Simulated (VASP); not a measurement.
# SnBrCl3 (P4/nmm) in VASP: relaxation of cell and atoms with PBE

Aim: the relaxation of cell and atoms of SnBrCl3 with PBE.

Everything below comes from runs of VASP 6.6.1. Logs are shortened: lines on timing, memory, paths and dates and some standing lists are left out, and cuts for length are marked.

### 1 The structure

It takes space group P4/nmm (No. 129, tetragonal). Conventional cell: a = 6.943 Å, b = 6.943 Å, c = 6.192 Å, α = 90.00°, β = 90.00°, γ = 90.00°. Around Sn (site symmetry 4mm) lie 5 Cl at 2.73 to 2.85 Å. Br (site symmetry -4m2) has 12 Cl at 3.64 to 3.95 Å and 4 Sn at 3.84 Å as nearest neighbours. Around Cl (site symmetry 2/m) lie 2 Sn at 2.85 Å and 2 Cl at 3.18 Å. Cl (site symmetry 4mm) is surrounded by 1 Sn at 2.73 Å.

The cell was built by a generator and needn't be a form met in nature.

### 2 Relaxation of cell and atoms, PBE

File INCAR:

```
PREC = Normal ; ENCUT = 520
EDIFF = 1E-4 ; ISMEAR = 0
SIGMA = 0.15 ; LREAL = Auto
LASPH = True ; NELM = 60
ALGO = Fast ; ISIF = 3
LWAVE = False ; LCHARG = False
GGA = PE ; IBRION = 2
NSW = 24 ; EDIFFG = -0.08
```

File KPOINTS:

```
regular mesh
0
Gamma
  2 2 3
```

File POSCAR:

```
SnBrCl3
1.0
    6.9426222500      0.0000000000      0.0000000000
    0.0000000000      6.9426222500      0.0000000000
    0.0000000000      0.0000000000      6.1923376900
Sn Br Cl
2 2 6
Direct
    0.5000000000      0.0000000000      0.7333647000
    0.0000000000      0.5000000000      0.2666353000
    0.5000000000      0.5000000000      0.0000000000
    0.0000000000      0.0000000000      0.0000000000
    0.2500000000      0.2500000000      0.5000000000
    0.2500000000      0.7500000000      0.5000000000
    0.7500000000      0.2500000000      0.5000000000
    0.7500000000      0.7500000000      0.5000000000
    0.5000000000      0.0000000000      0.1743748600
    0.0000000000      0.5000000000      0.8256251400
```

Potentials or basis: VASP PAW PBE potentials, release 64 (Sn_d, Br, Cl).

Command:

```sh
cat potpaw_PBE.64/Sn_d/POTCAR potpaw_PBE.64/Br/POTCAR potpaw_PBE.64/Cl/POTCAR > POTCAR
mpirun -np 1 vasp_std > vasp.out
```

OUTCAR:

```text
PREC = Normal
   ENCUT = 520
   EDIFF = 1E-4
   ISMEAR = 0
   LREAL = Auto
   LASPH = True
   NELM = 60
   ISIF = 3
   GGA = PE
   IBRION = 2
   NSW = 24
   EDIFFG = -0.08

 ion  position               nearest neighbor table
   1  0.500  0.000  0.733-   9 2.73   6 2.85   7 2.85   8 2.85   5 2.85
   2  0.000  0.500  0.267-  10 2.73   6 2.85   7 2.85   8 2.85   5 2.85
   3  0.500  0.500  0.000-
   4  0.000  0.000  0.000-
   5  0.250  0.250  0.500-   1 2.85   2 2.85
   6  0.250  0.750  0.500-   1 2.85   2 2.85
   7  0.750  0.250  0.500-   1 2.85   2 2.85
   8  0.750  0.750  0.500-   1 2.85   2 2.85
   9  0.500  0.000  0.174-   1 2.73
  10  0.000  0.500  0.826-   2 2.73

  LATTYP: Found a simple tetragonal cell.
 ALAT       =     6.9426222500
 C/A-ratio  =     0.8919306664

  Lattice vectors:

 A1 = (   6.9426222500,   0.0000000000,   0.0000000000)
 A2 = (   0.0000000000,   6.9426222500,   0.0000000000)
 A3 = (   0.0000000000,   0.0000000000,   6.1923376900)

Analysis of symmetry for initial positions (statically):
=====================================================================
 Subroutine PRICEL returns:
 Original cell was already a primitive cell.

 Routine SETGRP: Setting up the symmetry group for a
 simple tetragonal supercell.

 Subroutine GETGRP returns: Found 16 space group operations
 (whereof  8 operations were pure point group operations)
 out of a pool of 16 trial point group operations.

The static configuration has the point symmetry D_2d.
 The point group associated with its full space group is D_4h.

Analysis of symmetry for dynamics (positions and initial velocities):
=====================================================================
 Subroutine PRICEL returns:
 Original cell was already a primitive cell.

 Routine SETGRP: Setting up the symmetry group for a
 simple tetragonal supercell.

 Subroutine GETGRP returns: Found 16 space group operations
 (whereof  8 operations were pure point group operations)
 out of a pool of 16 trial point group operations.

The dynamic configuration has the point symmetry D_2d.
 The point group associated with its full space group is D_4h.

 Subroutine INISYM returns: Found 16 space group operations
 (whereof  8 operations are pure point group operations),
 and found     1 'primitive' translations

----------------------------------------------------------------------------------------

                                     Primitive cell

  volume of cell :     298.4707

  direct lattice vectors                    reciprocal lattice vectors
     6.942622250  0.000000000  0.000000000     0.144037795  0.000000000  0.000000000
     0.000000000  6.942622250  0.000000000     0.000000000  0.144037795  0.000000000
     0.000000000  0.000000000  6.192337690     0.000000000  0.000000000  0.161489901

  length of vectors
     6.942622250  6.942622250  6.192337690     0.144037795  0.144037795  0.161489901

  position of ions in fractional coordinates (direct lattice)
     0.500000000  0.000000000  0.733364700
     0.000000000  0.500000000  0.266635300
     0.500000000  0.500000000  0.000000000
     0.000000000  0.000000000  0.000000000
     0.250000000  0.250000000  0.500000000
     0.250000000  0.750000000  0.500000000
     0.750000000  0.250000000  0.500000000
     0.750000000  0.750000000  0.500000000
     0.500000000  0.000000000  0.174374860
     0.000000000  0.500000000  0.825625140

  ion indices of the primitive-cell ions
   primitive index   ion index
                 1           1
                 2           2
                 3           3
                 4           4
                 5           5
                 6           6
                 7           7
                 8           8
                 9           9
                10          10

----------------------------------------------------------------------------------------

 KPOINTS: regular mesh

Automatic generation of k-mesh.
 Grid dimensions read from file:
 generate k-points for:    2    2    3

 Generating k-lattice:

  Cartesian coordinates                     Fractional coordinates (reciprocal lattice)
     0.072018897  0.000000000  0.000000000     0.500000000  0.000000000  0.000000000
     0.000000000  0.072018897  0.000000000     0.000000000  0.500000000  0.000000000
     0.000000000  0.000000000  0.053829967     0.000000000  0.000000000  0.333333333

  Length of vectors
     0.072018897  0.072018897  0.053829967

  Shift w.r.t. Gamma in fractional coordinates (k-lattice)
     0.000000000  0.000000000  0.000000000

 Subroutine IBZKPT returns following result:
 ===========================================

 Found      6 irreducible k-points:

 Following reciprocal coordinates:
            Coordinates               Weight
  0.000000  0.000000  0.000000      1.000000
  0.500000  0.000000  0.000000      2.000000
  0.500000  0.500000  0.000000      1.000000
  0.000000  0.000000  0.333333      2.000000
  0.500000  0.000000  0.333333      4.000000
  0.500000  0.500000  0.333333      2.000000
   k-points           NKPTS =      6   k-points in BZ     NKDIM =      6   number of bands    NBANDS=     50
   number of dos      NEDOS =    301   number of ions     NIONS =     10
   total plane-waves  NPLWV =  57600
   dimension x,y,z NGX =    40 NGY =   40 NGZ =   36
   dimension x,y,z NGXF=    80 NGYF=   80 NGZF=   72
   ions per type =               2   2   6
   NGX,Y,Z   is equivalent  to a cutoff of   9.58,  9.58,  9.66 a.u.
   NGXF,Y,Z  is equivalent  to a cutoff of  19.16, 19.16, 19.33 a.u.
 SYSTEM =  unknown system
   PREC   = normal    normal or accurate (medium, high low for compatibility)
   ISTART =      0    job   : 0-new  1-cont  2-samecut
   ICHARG =      2    charge: 1-file 2-atom 10-const
   ISPIN  =      1    spin polarized calculation?
   LNONCOLLINEAR =      F non collinear calculations
   LSORBIT =      F    spin-orbit coupling
   LASPH  =      T    aspherical Exc in radial PAW
   ENCUT  =  520.0 eV  38.22 Ry    6.18 a.u.  12.91 12.91 11.51*2*pi/ulx,y,z
   NELM   =     60;   NELMIN=  2; NELMDL= -5     # of ELM steps
   EDIFF  = 0.1E-03   stopping-criterion for ELM
   LREAL  =      T    real-space projection
   EDIFFG = -.8E-01   stopping-criterion for IOM
   NSW    =     24    number of steps for IOM
   IBRION =      2    ionic relax: 0-MD 1-quasi-New 2-CG
   NFREE  =      1    steps in history (QN), initial steepest desc. (CG)
   ISIF   =      3    stress and relaxation
   ISYM   =      2    0-nonsym 1-usesym 2-fastsym
   POTIM  = 0.5000    time-step for ionic-motion
   TEBEG  =    0.0;   TEEND  =   0.0 temperature during run
   PSTRESS=    0.0 pullay stress
   NELECT =      84.0000    total number of electrons
   NUPDOWN=      -1.0000    fix difference up-down
   EMIN   =  10.00;   EMAX   =-10.00  energy-range for DOS
   EFERMI =   0.00;   METHOD = LEGACY
   ISMEAR =     0;   SIGMA  =   0.15  broadening in eV -4-tet -1-fermi 0-gaus
   EFERMI_NEDOS =   21; number of points for ismear=-14 and -15
   IALGO  =     68    algorithm
   IMIX   =      4    mixing-type and parameters
     AMIX     =   0.40;   BMIX     =  1.00
     AMIX_MAG =   1.60;   BMIX_MAG =  1.00
  volume/ion in A,a.u.               =      29.85       201.42
  Fermi-wavevector in a.u.,A,eV,Ry     =   1.072838  2.027369 15.660043  1.150981
  Thomas-Fermi vector in A             =   2.208620
   LORBIT       =      0    0 simple, 1 ext, 2 COOP (PROOUT), +10 PAW based schemes
   GGA     = PE    functional components
   LHFCALC =     F    Hartree Fock is set to
   AEXX    =    0.0000 exact exchange contribution
   IVDW    =     0    specifies the selected vdW correction
   LEPSILON=     F    determine dielectric tensor
   LRPA    =     F    only Hartree local field effects (RPA)
 conjugate gradient relaxation of ions
 non-spin polarized calculation
 RMM-DIIS sequential band-by-band and
 Gauss-broadening in eV      SIGMA  =   0.15
  energy-cutoff  :      520.00
  volume of cell :      298.47
 maximum number of plane-waves:      8084
   NGX = 25   NGY = 25   NGZ = 23

--------------------------------------- Ionic step        1  -------------------------------------------

 number of electron      84.0000021 magnetization

 Free energy of the ion-electron system (eV)
  ---------------------------------------------------
  ext. energy  EPLUGINS =         0.00000000
  ---------------------------------------------------
  free energy    TOTEN  =       -23.65911699 eV

  energy without entropy =      -23.39983144  energy(sigma->0) =      -23.52947421

------------------------ aborting loop because EDIFF is reached ----------------------------------------

  FORCE on cell =-STRESS in cart. coord.  units (eV):
  Direction    XX          YY          ZZ          XY          YZ          ZX
  --------------------------------------------------------------------------------------
  -------------------------------------------------------------------------------------
  Total       -3.4949679     -3.4949679     -5.1802351      0.0000000      0.0000000     -0.0000000
  in kB      -18.7608308    -18.7608308    -27.8072694      0.0000000      0.0000000     -0.0000000
  external PRESSURE =     -21.7763103 kB  Pullay stress =       0.0000000 kB
[... 113 lines left out ...]
  FREE ENERGIE OF THE ION-ELECTRON SYSTEM (eV)
  ---------------------------------------------------
  free  energy   TOTEN  =       -23.9109380552 eV

  energy  without entropy=      -23.7079080007  energy(sigma->0) =      -23.80942303

[... ionic steps 4 to 11 ...]

--------------------------------------- Ionic step       12  -------------------------------------------

 number of electron      84.0000055 magnetization

------------------------ aborting loop because EDIFF is reached ----------------------------------------
[... 39 lines left out ...]
--------------------------------------- Ionic step       13  -------------------------------------------

 number of electron      84.0000109 magnetization

 E-fermi :   0.0294     XC(G=0):  -7.6458

 val. band max:        0.0216414332   @ k =   0.5000   0.0000   0.3333
 cond. band min:       0.0605644624   @ k =   0.0000   0.0000   0.0000
 fundamental gap:      0.0389230292
 Fermi energy:         0.0294499553

 k-point     1 :       0.0000    0.0000    0.0000
  band No.  band energies     occupation
      1     -21.3537      2.00000
      2     -21.3302      2.00000
      3     -21.3214      2.00000
      4     -21.3184      2.00000
      5     -21.2488      2.00000
      6     -21.2484      2.00000
[... 350 lines left out ...]
--------------------------------------- Ionic step       14  -------------------------------------------

 number of electron      84.0000136 magnetization

 Free energy of the ion-electron system (eV)
  ---------------------------------------------------
  ext. energy  EPLUGINS =         0.00000000
  ---------------------------------------------------
  free energy    TOTEN  =       -26.05311525 eV

  energy without entropy =      -25.82017900  energy(sigma->0) =      -25.93664712

 E-fermi :  -0.0622     XC(G=0):  -7.6127

 val. band max:       -0.0690344666   @ k =   0.5000   0.0000   0.3333
 cond. band min:      -0.0295553263   @ k =   0.0000   0.0000   0.0000
 fundamental gap:      0.0394791403
 Fermi energy:        -0.0622016143

 k-point     1 :       0.0000    0.0000    0.0000
  band No.  band energies     occupation
      1     -21.4045      2.00000
      2     -21.3827      2.00000
      3     -21.3745      2.00000
      4     -21.3713      2.00000
      5     -21.3055      2.00000
      6     -21.3055      2.00000
[... 344 lines left out ...]
  FREE ENERGIE OF THE ION-ELECTRON SYSTEM (eV)
  ---------------------------------------------------
  free  energy   TOTEN  =       -26.0531152485 eV

  energy  without entropy=      -25.8201789951  energy(sigma->0) =      -25.93664712

 reached required accuracy - stopping structural energy minimisation
```

Wall time 4 min (1 thread of Intel Xeon Platinum 8559C (Emerald Rapids), shared host); peak memory 0.28 GiB.

Results:

- Free energy: -26.0531 eV
- Relaxed volume: 33.58 Å³/atom
- Relaxed cell: a = 7.053 Å, b = 7.053 Å, c = 6.751 Å, α = 90.00°, β = 90.00°, γ = 90.00°
- Space group after relaxing (to 0.05 Å): P4/nmm (No. 129)
- Energy gained by relaxing: 239.4 meV/atom
- Ionic steps: 14
- Pressure after relaxing: 0.0 GPa
- Largest force after relaxing: 0.057 eV/Å
- Band gap on the k mesh: none (metal or under the smearing width)

Forces on the atoms (eV/Å):
```
Sn   0.000  0.000 -0.057
Sn   0.000  0.000  0.057
Br   0.000  0.000  0.000
Br   0.000  0.000  0.000
Cl   0.000  0.000  0.000
Cl   0.000  0.000  0.000
Cl   0.000  0.000  0.000
Cl   0.000  0.000  0.000
Cl   0.000  0.000  0.056
Cl   0.000  0.000 -0.056
```

Step by step:
| step | energy change (eV) | largest force (eV/Å) | pressure (GPa) | volume (Å³) |
| --- | --- | --- | --- | --- |
| 1 | 0.0000 | 1.2865 | -2.18 | 298.47 |
| 2 | -0.3787 | 1.4011 | -1.38 | 281.28 |
| 3 | -0.2518 | 0.9402 | 6.39 | 233.62 |
| 4 | -0.6021 | 1.2939 | 0.95 | 261.77 |
| 5 | -0.6165 | 1.1941 | 1.60 | 256.28 |
| 6 | -0.9046 | 0.8545 | 1.90 | 257.45 |
| 7 | -1.0786 | 2.1768 | 2.76 | 259.37 |
| 8 | -1.1927 | 2.0662 | 2.80 | 261.87 |
| 9 | -1.4990 | 1.8726 | 2.33 | 269.43 |
| 10 | -1.9471 | 1.3674 | 1.61 | 284.89 |
| 11 | -2.3334 | 0.4257 | 1.21 | 317.22 |
| 12 | -2.3479 | 0.2948 | 1.11 | 326.50 |
| 13 | -2.3891 | 0.1209 | 0.35 | 332.89 |
| 14 | -2.3940 | 0.0573 | -0.01 | 335.76 |

Final structure:
```yaml
crystal:
  lattice:
    - [7.05251, 0.00000, 0.00000]
    - [0.00000, 7.05251, 0.00000]
    - [0.00000, 0.00000, 6.75054]
  atoms:
    - { symbol: Sn, position: [0.50000, 0.00000, 0.60023] }
    - { symbol: Sn, position: [0.00000, 0.50000, 0.39977] }
    - { symbol: Br, position: [0.50000, 0.50000, 0.00000] }
    - { symbol: Br, position: [0.00000, 0.00000, 0.00000] }
    - { symbol: Cl, position: [0.25000, 0.25000, 0.50000] }
    - { symbol: Cl, position: [0.25000, 0.75000, 0.50000] }
    - { symbol: Cl, position: [0.75000, 0.25000, 0.50000] }
    - { symbol: Cl, position: [0.75000, 0.75000, 0.50000] }
    - { symbol: Cl, position: [0.50000, 0.00000, 0.95898] }
    - { symbol: Cl, position: [0.00000, 0.50000, 0.04102] }
```

Levels at points of the mesh, in eV from the Fermi level:
```
           k point  band 39  band 40  band 41  band 42  band 43  band 44  band 45  band 46
(0.00, 0.00, 0.00)    -0.20    -0.04    -0.04     0.03     0.03     2.36     3.20     3.20
(0.50, 0.00, 0.00)    -0.28    -0.28    -0.12    -0.12    -0.01    -0.01     5.01     5.01
(0.50, 0.50, 0.00)    -0.45    -0.45    -0.24    -0.24     0.78     0.78     3.80     3.80
```

Caveat: the k mesh is coarse (spacing up to 0.45 Å⁻¹), so the values aren't converged; the relaxation stopped at a loose force limit of 0.08 eV/Å, so its end isn't a converged minimum.
